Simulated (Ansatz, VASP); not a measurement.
# SrPb2N2 in two plane-wave programs

Wanted: the spread between two codes on one cell, functional and k mesh. Of the first pair: The structure shown is the end of the VASP relaxation below. Valence electrons are named where the data sets of a main pair hold unlike numbers.

Method: plane waves, with VASP 6.6.1 beside it; single point at LDA and band structure at LDA, in Ansatz 0.2.0.

### Step 1. Starting point

The cell holds 10 atoms: 4 Pb, 4 N and 2 Sr. Its edges and angles: a = 3.582 Å, b = 3.582 Å, c = 30.292 Å, α = 90.0°, β = 90.0°, γ = 120.0°. It derives from SrPb2N2. As first built, before any earlier steps moved the atoms (in the runner's words): kind sheets cut from a layered crystal; sheets 2. Vacuum lies along c.

Coordinates:

```
Pb N Sr
1.0
     3.58243    0.00000    0.00000
    -1.79121    3.10247    0.00000
     0.00000    0.00000   30.29232
Pb N Sr
4 4 2
Direct
  0.33333 0.66667 0.74047
  0.66667 0.33333 0.55345
  0.33333 0.66667 0.44655
  0.66667 0.33333 0.25953
  0.66667 0.33333 0.69896
  0.33333 0.66667 0.59484
  0.66667 0.33333 0.40516
  0.33333 0.66667 0.30104
  0.00000 0.00000 0.64690
  0.00000 0.00000 0.35310
```

### Step 2. VASP: relaxation, LDA

This run makes the geometry at which the two programs are then compared.

Lines of VASP's logs that name or quote its potential files are left out, and so is its time.

INCAR reads:

```
SYSTEM = SrPb2N2
PREC = Normal
ENCUT = 400
EDIFF = 1E-05
NELM = 120
ISMEAR = 0
SIGMA = 0.05
LREAL = .FALSE.
ALGO = Fast
GGA = CA
NBANDS = 38
LORBIT = 11
LWAVE = .FALSE.
LCHARG = .FALSE.
KPAR = 4
IBRION = 2
NSW = 40
ISIF = 2
EDIFFG = -0.03
POTIM = 0.4
MAXMIX = 40
IDIPOL = 3
LDIPOL = .TRUE.
DIPOL = 0.5 0.5 0.5
```

POSCAR reads:

```
SrPb2N2
1.0
    3.5824279520      0.0000000000      0.0000000000
   -1.7912139760      3.1024736130      0.0000000000
    0.0000000000      0.0000000000     30.2923229587
Pb N Sr
4 4 2
Direct
    0.3333333330      0.6666666670      0.7524125170
    0.6666666670      0.3333333330      0.5607018820
    0.3333333330      0.6666666670      0.4392981180
    0.6666666670      0.3333333330      0.2475874830
    0.6666666670      0.3333333330      0.7105158060
    0.3333333330      0.6666666670      0.6025985930
    0.6666666670      0.3333333330      0.3974014070
    0.3333333330      0.6666666670      0.2894841940
    0.0000000000      0.0000000000      0.6565572000
    0.0000000000      0.0000000000      0.3434428000
```

KPOINTS reads:

```
Automatic mesh
0
Gamma
9 9 1
0 0 0
```

PAW data sets: Pb, N and Sr_sv (LDA family, release 64).

On the command line:

```
mpirun -np 4 vasp_std
```

Numbers of over 12 decimals in the logs are rounded to 6 here.

The log of the run:

```text
[banner, memory and clock lines left out]
running    4 mpi-ranks, on    1 nodes
 distrk:  each k-point on    1 cores,    4 groups
 distr:  one band on    1 cores,    1 groups

 POSCAR found type information on POSCAR PbN Sr
 POSCAR found :  3 types and      10 ions
 LDA part: xc-table for (Slater(with rela. corr.)+CA(PZ))
 , standard interpolation
 POSCAR, INCAR and KPOINTS ok, starting setup
 FFT: planning ... GRIDC
 FFT: planning ... GRID_SOFT
 FFT: planning ... GRID
 WAVECAR not read
 entering main loop
       N       E                     dE             d eps       ncg     rms          rms(c)
DAV:   1     0.362143891598E+03    0.36214E+03   -0.20681E+04   992   0.988E+02
DAV:   2    -0.134563011674E+02   -0.37560E+03   -0.36252E+03  1182   0.251E+02
DAV:   3    -0.700956403763E+02   -0.56639E+02   -0.55618E+02  1338   0.871E+01
DAV:   4    -0.728466871249E+02   -0.27510E+01   -0.27417E+01  1328   0.197E+01
DAV:   5    -0.729949700309E+02   -0.14828E+00   -0.14824E+00  1502   0.336E+00    0.450E+01
RMM:   6    -0.606536700266E+02    0.12341E+02   -0.62045E+01   923   0.217E+01    0.323E+01
RMM:   7    -0.592236998191E+02    0.14300E+01   -0.95506E+00   938   0.102E+01    0.150E+01
RMM:   8    -0.593280182713E+02   -0.10432E+00   -0.41931E+00  1082   0.541E+00    0.481E+00
RMM:   9    -0.593230172114E+02    0.50011E-02   -0.81221E-01  1142   0.246E+00    0.198E+00
RMM:  10    -0.593150770383E+02    0.79402E-02   -0.14138E-01  1242   0.925E-01    0.185E+00
RMM:  11    -0.593106535961E+02    0.44234E-02   -0.38994E-02  1229   0.561E-01    0.904E-01
RMM:  12    -0.593113143180E+02   -0.66072E-03   -0.15329E-02  1293   0.377E-01    0.376E-01
RMM:  13    -0.593125906843E+02   -0.12764E-02   -0.71155E-03  1372   0.212E-01    0.336E-01
RMM:  14    -0.593134787764E+02   -0.88809E-03   -0.34293E-03  1322   0.139E-01    0.607E-02
RMM:  15    -0.593139266970E+02   -0.44792E-03   -0.12321E-03  1272   0.910E-02    0.489E-02
RMM:  16    -0.593142145517E+02   -0.28785E-03   -0.62024E-04  1135   0.612E-02    0.368E-02
RMM:  17    -0.593144285183E+02   -0.21397E-03   -0.33303E-04  1092   0.469E-02    0.173E-02
RMM:  18    -0.593144840325E+02   -0.55514E-04   -0.16602E-04   943   0.327E-02    0.166E-02
RMM:  19    -0.593145126887E+02   -0.28656E-04   -0.97574E-05   921   0.245E-02    0.805E-03
RMM:  20    -0.593145322206E+02   -0.19532E-04   -0.31962E-05   734   0.170E-02    0.398E-03
RMM:  21    -0.593145574548E+02   -0.25234E-04   -0.21575E-05   692   0.142E-02    0.225E-03
RMM:  22    -0.593145851716E+02   -0.27717E-04   -0.12402E-05   611   0.121E-02    0.344E-03
RMM:  23    -0.593145938902E+02   -0.87187E-05   -0.90423E-06   513   0.104E-02
   1 F= -.59314594E+02 E0= -.59314594E+02  d E =-.593146E+02
[... from here on, the cycles between the ionic steps are left out ...]
   2 F= -.59323880E+02 E0= -.59323880E+02  d E =-.928580E-02
   3 F= -.59338375E+02 E0= -.59338375E+02  d E =-.237813E-01
  29 F= -.59392059E+02 E0= -.59392059E+02  d E =-.182840E-01
  30 F= -.59390877E+02 E0= -.59390877E+02  d E =-.171019E-01
  31 F= -.59392021E+02 E0= -.59392021E+02  d E =-.182464E-01
[...]
WARNING in EDDRMM: call to ZHEGV failed, returncode =   6  3     15
  32 F= -.59392058E+02 E0= -.59392058E+02  d E =-.182833E-01
  33 F= -.59393889E+02 E0= -.59393889E+02  d E =-.183084E-02
  34 F= -.59396086E+02 E0= -.59396086E+02  d E =-.402782E-02
  35 F= -.59397781E+02 E0= -.59397781E+02  d E =-.169484E-02
  36 F= -.59398532E+02 E0= -.59398532E+02  d E =-.244574E-02
 curvature:  -2.44 expect dE=-0.725E-03 dE for cont linesearch -0.931E-06
 trial: gam= 0.18521 g(F)=  0.297E-03 g(S)=  0.000E+00 ort = 0.321E-04 (trialstep = 0.165E+01)
 search vector abs. value=  0.402E-03
 bond charge predicted
       N       E                     dE             d eps       ncg     rms          rms(c)
DAV:   1    -0.593986004838E+02   -0.68099E-04   -0.13167E-01   948   0.181E+00    0.178E-01
RMM:   2    -0.593992180052E+02   -0.61752E-03   -0.58137E-03   915   0.330E-01    0.275E-01
RMM:   3    -0.593987481941E+02    0.46981E-03   -0.93486E-04   912   0.133E-01    0.911E-02
RMM:   4    -0.593987593730E+02   -0.11179E-04   -0.19804E-04   952   0.588E-02    0.135E-01
RMM:   5    -0.593987338830E+02    0.25490E-04   -0.19514E-04  1002   0.453E-02    0.476E-02
RMM:   6    -0.593987604424E+02   -0.26559E-04   -0.61874E-05   862   0.257E-02    0.531E-02
RMM:   7    -0.593987725300E+02   -0.12088E-04   -0.19758E-05   615   0.164E-02    0.158E-02
RMM:   8    -0.593987728241E+02   -0.29407E-06   -0.14269E-05   581   0.125E-02
  37 F= -.59398773E+02 E0= -.59398773E+02  d E =-.241108E-03
 trial-energy change:   -0.000241  1 .order   -0.000257   -0.000500   -0.000013
 step:   1.6943(harm=  1.6943)  dis= 0.00371  next Energy=   -59.398789 (dE=-0.257E-03)
 reached required accuracy - stopping structural energy minimisation
```

OUTCAR, selected parts (step 2):

```text
ion  position               nearest neighbor table
   1  0.333  0.667  0.752-   5 2.43   5 2.43   5 2.43   9 3.57   9 3.57   9 3.57
   2  0.667  0.333  0.561-   6 2.43   6 2.43   6 2.43   9 3.57   9 3.57   9 3.57
   3  0.333  0.667  0.439-   7 2.43   7 2.43   7 2.43  10 3.57  10 3.57  10 3.57
   4  0.667  0.333  0.248-   8 2.43   8 2.43   8 2.43  10 3.57  10 3.57  10 3.57
   5  0.667  0.333  0.711-   1 2.43   1 2.43   1 2.43   9 2.64   9 2.64   9 2.64
   6  0.333  0.667  0.603-   2 2.43   2 2.43   2 2.43   9 2.64   9 2.64   9 2.64
   7  0.667  0.333  0.397-   3 2.43   3 2.43   3 2.43  10 2.64  10 2.64  10 2.64
   8  0.333  0.667  0.289-   4 2.43   4 2.43   4 2.43  10 2.64  10 2.64  10 2.64
   9  0.000  0.000  0.657-   5 2.64   5 2.64   5 2.64   6 2.64   6 2.64   6 2.64   1 3.57   1 3.57
                             1 3.57   2 3.57   2 3.57   2 3.57
  10  0.000  0.000  0.343-   8 2.64   8 2.64   8 2.64   7 2.64   7 2.64   7 2.64   4 3.57   4 3.57
                             4 3.57   3 3.57   3 3.57   3 3.57

  LATTYP: Found a hexagonal cell.
 ALAT       =     3.5824279520
 C/A-ratio  =     8.4558080064

 Subroutine GETGRP returns: Found 12 space group operations
 (whereof 12 operations were pure point group operations)

The static configuration has the point symmetry D_3d.

 Found     12 irreducible k-points:

   k-points           NKPTS =     12   k-points in BZ     NKDIM =     12   number of bands    NBANDS=     38

   dimension x,y,z NGX =    18 NGY =   18 NGZ =  150
   dimension x,y,z NGXF=    36 NGYF=   36 NGZF=  300

   ENCUT  =  400.0 eV  29.40 Ry    5.42 a.u.   5.84  5.84 49.40*2*pi/ulx,y,z

   NELECT =      56.0000    total number of electrons

 k-points in reciprocal lattice and weights: Automatic mesh
   0.00000000  0.00000000  0.00000000       0.012
   0.11111111 -0.00000000  0.00000000       0.074
   0.22222222 -0.00000000  0.00000000       0.074
   0.33333333 -0.00000000  0.00000000       0.074
   0.44444444 -0.00000000  0.00000000       0.074
   0.11111111  0.11111111  0.00000000       0.074
   0.22222222  0.11111111  0.00000000       0.148
   0.33333333  0.11111111  0.00000000       0.148
   0.44444444  0.11111111  0.00000000       0.074
   0.22222222  0.22222222  0.00000000       0.074
   0.33333333  0.22222222  0.00000000       0.148
   0.33333333  0.33333333  0.00000000       0.025

 dipolmoment           0.000000      0.000000     -0.000000 electrons x Angstroem

 average (electrostatic) potential at core
       1 -46.5009       2 -46.4558       3 -46.4558       4 -46.5009       5 -66.8331
       6 -66.8111       7 -66.8111       8 -66.8331       9 -38.5215      10 -38.5215

 E-fermi :   0.6917

 k-point     1 :       0.0000    0.0000    0.0000
  band No.  band energies     occupation
    ...
     24      -0.3470      2.00000
     25      -0.3428      2.00000
     26      -0.3424      2.00000
     27      -0.1204      2.00000
     28       0.4718      2.00000
     29       1.2546      0.00000
     30       1.8053      0.00000
     31       1.9934      0.00000
     32       3.8131      0.00000
     33       4.6200      0.00000
    ...

 k-point     2 :       0.1111   -0.0000    0.0000
  band No.  band energies     occupation
    ...
     24      -0.4842      2.00000
     25      -0.4759      2.00000
     26      -0.4102      2.00000
     27       0.0455      2.00000
     28       0.4611      2.00000
     29       1.9095      0.00000
     30       2.1966      0.00000
     31       2.2510      0.00000
     32       4.0277      0.00000
     33       4.7656      0.00000
    ...

 k-point     3 :       0.2222   -0.0000    0.0000
  band No.  band energies     occupation
    ...
     24      -0.7583      2.00000
     25      -0.7482      2.00000
     26      -0.3925      2.00000
     27      -0.2119      2.00000
     28       0.2791      2.00000
     29       2.5215      0.00000
     30       2.8510      0.00000
     31       3.0644      0.00000
     32       3.6612      0.00000
     33       3.9764      0.00000
    ...

  Total       -5.8535894     -5.8535894     -1.7634143      0.0000000      0.0000000      0.0000000
  in kB      -27.8557401    -27.8557401     -8.3916390      0.0000000      0.0000000      0.0000000
  external PRESSURE =     -21.3677064 kB  Pullay stress =       0.0000000 kB

  energy-cutoff  :      400.00
  volume of cell :      336.68
      direct lattice vectors                 reciprocal lattice vectors
     3.582427952  0.000000000  0.000000000     0.279140296  0.161161725  0.000000000
    -1.791213976  3.102473613  0.000000000     0.000000000  0.322323450  0.000000000
     0.000000000  0.000000000 30.292322959     0.000000000  0.000000000  0.033011664

 POSITION                                       TOTAL-FORCE (eV/Angst)
 -----------------------------------------------------------------------------------
     -0.00000      2.06832     22.43063        -0.000000     -0.000000     -0.000538
      1.79121      1.03416     16.76515        -0.000000      0.000000      0.000812
     -0.00000      2.06832     13.52717         0.000000     -0.000000     -0.000812
      1.79121      1.03416      7.86169         0.000000      0.000000      0.000538
      1.79121      1.03416     21.17326        -0.000000      0.000000      0.004633
     -0.00000      2.06832     18.01917         0.000000      0.000000      0.001348
      1.79121      1.03416     12.27315        -0.000000      0.000000     -0.001348
     -0.00000      2.06832      9.11906         0.000000     -0.000000     -0.004633
      0.00000      0.00000     19.59625         0.000000      0.000000      0.003618
      0.00000      0.00000     10.69607         0.000000      0.000000     -0.003618
 -----------------------------------------------------------------------------------
    total drift:                                0.000000      0.000000     -0.000000

  FREE ENERGIE OF THE ION-ELECTRON SYSTEM (eV)
  ---------------------------------------------------
  free  energy   TOTEN  =       -59.3987728241 eV

  energy  without entropy=      -59.3987728241  energy(sigma->0) =      -59.39877282

 reached required accuracy - stopping structural energy minimisation

 vacuum level on the upper side and lower side of the slab         4.960         4.960

 total charge
# of ion       s       p       d       tot
------------------------------------------
    1        1.725   1.399   0.155   3.278
    2        1.724   1.413   0.164   3.301
    3        1.724   1.413   0.164   3.301
    4        1.725   1.399   0.155   3.278
    5        1.274   2.264   0.000   3.538
    6        1.277   2.262   0.000   3.538
    7        1.277   2.262   0.000   3.538
    8        1.274   2.264   0.000   3.538
    9        2.025   5.795   0.317   8.137
   10        2.025   5.795   0.317   8.137
--------------------------------------------------
tot         16.048  26.266   1.271  43.585

[... 3 further parts left out ...]
```

CONTCAR:

```
SrPb2N2
   1.00000000000000
     3.5824279520000002    0.0000000000000000    0.0000000000000000
    -1.7912139760000001    3.1024736129999999    0.0000000000000000
     0.0000000000000000    0.0000000000000000   30.2923229587000016
  Pb              N               Sr
     4     4     2
Direct
     0.3333333329999988    0.6666666670000012    0.7404724684594827
     0.6666666670000012    0.3333333329999988    0.5534455013331409
     0.3333333329999988    0.6666666670000012    0.4465544986668663
     0.6666666670000012    0.3333333329999988    0.2595275315405172
     0.6666666670000012    0.3333333329999988    0.6989646625871920
     0.3333333329999988    0.6666666670000012    0.5948428478471054
     0.6666666670000012    0.3333333329999988    0.4051571521528946
     0.3333333329999988    0.6666666670000012    0.3010353374128076
     0.0000000000000000    0.0000000000000000    0.6469047833715109
     0.0000000000000000    0.0000000000000000    0.3530952166284888
```

The run keeps the 12 symmetry operations of its start, so it cannot find a distortion of lower symmetry.

[end of part 1 of 3]

[Lines on the potential files, build, host, timing and source positions are cut from VASP's logs without a mark.]

[Logs are printed without paths, hosts, clocks, repeated set-up lines and the standing remarks that a program may print on its own settings, such as how far it seeks lower states.]

[Hosts, paths, dates, database ids (printed as entryN), source tags and the programs' standing remarks are cut or masked in the printed files.]
